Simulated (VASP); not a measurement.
Output of a VASP run:

OSZICAR:
```
       N       E                     dE             d eps       ncg     rms          rms(c)
DAV:   1     0.468486878541E+02    0.46849E+02   -0.65860E+03  1880   0.117E+03
DAV:   2    -0.115654894206E+02   -0.58414E+02   -0.57705E+02  2403   0.249E+02
DAV:   3    -0.122643416403E+02   -0.69885E+00   -0.66826E+00  2144   0.269E+01
DAV:   4    -0.122699844464E+02   -0.56428E-02   -0.56301E-02  2090   0.185E+00
DAV:   5    -0.122700303806E+02   -0.45934E-04   -0.45933E-04  2101   0.140E-01    0.136E+01
DAV:   6    -0.119233165359E+02    0.34671E+00   -0.39080E-01  1943   0.765E+00    0.665E+00
DAV:   7    -0.118170258352E+02    0.10629E+00   -0.31592E-01  1964   0.653E+00    0.392E-01
DAV:   8    -0.118156584605E+02    0.13674E-02   -0.19914E-03  2105   0.522E-01    0.854E-02
DAV:   9    -0.118156781229E+02   -0.19662E-04   -0.10570E-04  2041   0.136E-01    0.341E-02
DAV:  10    -0.118156726939E+02    0.54289E-05   -0.38015E-06  1967   0.308E-02    0.881E-03
DAV:  11    -0.118156733442E+02   -0.65029E-06   -0.53786E-08   979   0.350E-03
   1 F= -.12406761E+02 E0= -.12406863E+02  d E =-.124068E+02
       N       E                     dE             d eps       ncg     rms          rms(c)
DAV:   1    -0.119097914405E+02   -0.94119E-01   -0.47070E+00  1903   0.315E+01    0.357E+00
DAV:   2    -0.117939000136E+02    0.11589E+00   -0.15248E-01  1904   0.514E+00    0.121E+00
DAV:   3    -0.117662598689E+02    0.27640E-01   -0.89153E-02  1941   0.375E+00    0.504E-01
DAV:   4    -0.117668131413E+02   -0.55327E-03   -0.10394E-03  2150   0.375E-01    0.547E-02
DAV:   5    -0.117667876917E+02    0.25450E-04   -0.18056E-04  1961   0.168E-01    0.273E-02
DAV:   6    -0.117667874394E+02    0.25223E-06   -0.10822E-06  1768   0.159E-02
   2 F= -.12394419E+02 E0= -.12394482E+02  d E =0.123424E-01
       N       E                     dE             d eps       ncg     rms          rms(c)
DAV:   1    -0.118814440727E+02   -0.11466E+00   -0.25107E+00  1906   0.236E+01    0.251E+00
DAV:   2    -0.118210100132E+02    0.60434E-01   -0.83478E-02  1905   0.365E+00    0.859E-01
DAV:   3    -0.118075396612E+02    0.13470E-01   -0.44031E-02  1939   0.257E+00    0.316E-01
DAV:   4    -0.118077711858E+02   -0.23152E-03   -0.55303E-04  2133   0.273E-01    0.322E-02
DAV:   5    -0.118077721997E+02   -0.10139E-05   -0.35022E-05  1972   0.680E-02    0.184E-02
DAV:   6    -0.118077722713E+02   -0.71587E-07   -0.77854E-07  1340   0.123E-02
   3 F= -.12409037E+02 E0= -.12409175E+02  d E =-.227555E-02
```

### OUTCAR
```
------------------------ aborting loop because EDIFF is reached ----------------------------------------
 Edisp (eV)   -0.60126
  FORCE on cell =-STRESS in cart. coord.  units (eV):
  Direction    XX          YY          ZZ          XY          YZ          ZX
  --------------------------------------------------------------------------------------
  Total      -0.00279    -0.00279    -0.00279     0.00000    -0.00000     0.00000
  in kB      -0.25193    -0.25193    -0.25193     0.00000    -0.00000     0.00000
  external pressure =       -0.25 kB  Pullay stress =        0.00 kB
  volume of cell :       17.73
      direct lattice vectors                 reciprocal lattice vectors
    -1.642572944  1.642572944  1.642572944     0.000000000  0.304400485  0.304400485
     1.642572944 -1.642572944  1.642572944     0.304400485  0.000000000  0.304400485
     1.642572944  1.642572944 -1.642572944     0.304400485  0.304400485  0.000000000
 POSITION                                       TOTAL-FORCE (eV/Angst)
 -----------------------------------------------------------------------------------
      0.00000      0.00000     -0.00000        -0.000000      0.000000     -0.000000
 -----------------------------------------------------------------------------------
    total drift:                               -0.000000      0.000000      0.000000
  FREE ENERGIE OF THE ION-ELECTRON SYSTEM (eV)
  ---------------------------------------------------
  free  energy   TOTEN  =       -12.4090370093 eV

  energy  without entropy=      -12.4094495122  energy(sigma->0) =      -12.40917451

 reached required accuracy - stopping structural energy minimisation
```
(Selected blocks of OUTCAR.)

**POSCAR**
```
Ta
1
   -1.6500000000     1.6500000000     1.6500000000
    1.6500000000    -1.6500000000     1.6500000000
    1.6500000000     1.6500000000    -1.6500000000
Ta
1
Direct
  0.0000000000   0.0000000000   0.0000000000
```

### Question
Write an INCAR and KPOINTS that could have produced this output.

### Answer
Several could match; the one computed here: the input of the run itself, PBE GGA with D3 dispersion (zero damping), plane waves, VASP's PBE PAW potentials (set 64).

### INCAR
```
SYSTEM = Ta
PREC = Accurate; ENCUT = 520; LREAL = .FALSE.
LASPH = .TRUE.
EDIFF = 1E-6; NELM = 100; ALGO = Normal
LMAXMIX = 6
ISMEAR = 1; SIGMA = 0.1
GGA = PE; IVDW = 11
IBRION = 2; NSW = 60; ISIF = 3
EDIFFG = -0.01
LWAVE = .FALSE.; LCHARG = .FALSE.
```

**KPOINTS**
```
K-points
0
G
14 14 14
```

POTCAR, in this order: Ta_pv (PBE.64 set). Program: vasp_std.

The compound is Ta in the bcc structure. This run relaxes it. Symmetry was kept, so distortions that lower it aren't found.
